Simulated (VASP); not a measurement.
# ClInIH: atomic charges with PBE+TS

ClInIH, in a box:

```xyz
4
Lattice="12.0000 0.0000 0.0000 0.0000 13.0000 0.0000 0.0000 0.0000 11.0000" Properties=species:S:1:pos:R:3 pbc="T T T"
Cl    4.5467    7.1560    4.8215
In    6.6316    7.0479    5.8346
I     7.4620    4.5776    6.2465
H     7.4793    8.4644    6.2412
```

```yaml
Program: VASP 6.6.1
Task: atomic charges
Functional: PBE
Dispersion: TS
Potentials_or_basis: VASP PAW PBE potentials, release 64 (Cl, In_d, I, H)
Cutoff: 520 eV
k_mesh: 1 × 1 × 1
Occupations: gaussian, width 0.01 eV
Spin: no spin polarisation
Further_INCAR_settings: ALGO = Fast; EDIFF = 1e-07
```

```yaml
Largest_force: 0.310 eV/Å
Gap_between_the_frontier_levels: 3.95 eV
Valence_electrons_inside_the_program's_atomic_spheres: Cl 5.11; In 11.45; I 4.30; H 0.52
Hirshfeld_charges: Cl -0.24; In +0.46; I -0.14; H -0.08 e
Dispersion_energy_per_atom: -0.008 eV
```

Forces on the atoms (eV/Å):
```
Cl  -0.277  0.020 -0.137
In   0.122  0.092  0.061
I    0.082 -0.242  0.041
H    0.073  0.130  0.035
```

Levels at points of the mesh, in eV from the valence-band top:
| k point | band 11 | band 12 | band 13 | band 14 | band 15 | band 16 | band 17 | band 18 |
| --- | --- | --- | --- | --- | --- | --- | --- | --- |
| (0.00, 0.00, 0.00) | -1.13 | -0.64 | -0.22 | 0.00 | 3.95 | 3.98 | 6.03 | 6.08 |

Run time: 3.3 min on 1 thread of Intel(R) Xeon(R) Platinum 8488C (Sapphire Rapids) (shared host), peak memory 1.3 GiB.

Caveat: spin-orbit coupling is left out, which moves the levels of the heavy elements. As with any semilocal functional, this PBE gap is likely too small.
